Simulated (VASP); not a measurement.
Write the native input for VASP 6.6.1 that does the following.

| Quantity | Value |
| --- | --- |
| Task | relaxation of cell and atoms |
| Functional | PBE |
| Potentials or basis | VASP PAW PBE potentials, release 64 (Ba_sv, Mo_sv) |
| Cutoff | 600 eV |
| k mesh | 3 × 3 × 6 |
| Occupations | gaussian, width 0.1 eV |
| Spin | no spin polarisation |
| Dipole correction | no |
| Further INCAR settings | ALGO = Normal; EDIFF = 1e-06; IBRION = 2; EDIFFG = -0.04; NSW = 90; ISIF = 3 |

The structure of Ba3Mo lies in POSCAR:

```
Ba3Mo
1.0
    7.0176477501      0.0000000000      0.0000000000
   -3.5088238750      6.0774612264      0.0000000000
    0.0000000000      0.0000000000      3.3772022358
Ba Mo
3 1
Direct
    0.5000000000      0.0000000000      0.0000000000
    0.0000000000      0.5000000000      0.0000000000
    0.5000000000      0.5000000000      0.0000000000
    0.0000000000      0.0000000000      0.0000000000
```

The cell was built by a generator and needn't be a form met in nature.

The cell isn't the ideal one: random cell by space group and Wyckoff sites (P6/mmm, No. 191).

One way to write it, as run:

INCAR

```
SYSTEM = Ba3Mo
PREC     = Accurate       ! precision mode
ENCUT    = 600            ! plane-wave cutoff, eV
EDIFF    = 1E-6           ! SCF threshold, eV
ISMEAR   = 0              ! smearing method
SIGMA    = 0.1            ! smearing width, eV
LREAL    = .FALSE.        ! projectors in reciprocal space
LASPH    = .TRUE.         ! aspherical terms in the spheres
NELM     = 100            ! most SCF steps
ALGO     = Normal         ! electronic algorithm
ISIF     = 3              ! what is computed and relaxed
LWAVE    = .FALSE.        ! write WAVECAR
LCHARG   = .FALSE.        ! write CHGCAR
GGA      = PE             ! functional
IBRION   = 2              ! ionic algorithm
NSW      = 90             ! ionic steps
EDIFFG   = -0.04          ! ionic threshold
```

KPOINTS

```
Automatic mesh
0
G
  3 3 6
  0 0 0
```

Potentials or basis: VASP PAW PBE potentials, release 64 (Ba_sv, Mo_sv).

Run with:

```sh
$ cat potpaw_PBE.64/Ba_sv/POTCAR potpaw_PBE.64/Mo_sv/POTCAR > POTCAR
$ mpirun -np 1 vasp_std > vasp.out
```

Results of the run:

```json
{
  "Relaxed volume": "37.30 Å³/atom",
  "Relaxed cell": "a = 7.158 Å, b = 7.158 Å, c = 3.363 Å, α = 90.00°, β = 90.00°, γ = 120.00°",
  "Space group after relaxing (to 0.05 Å)": "P6/mmm (No. 191)",
  "Energy gained by relaxing": "6.2 meV/atom",
  "Ionic steps": "3",
  "Pressure after relaxing": "0.0 GPa",
  "Band gap on the k mesh": "none (metal or under the smearing width)"
}
```

It took 71 s on 1 thread of Intel(R) Xeon(R) 6975P-C (Granite Rapids), with other jobs on the host, peak memory 0.32 GiB.
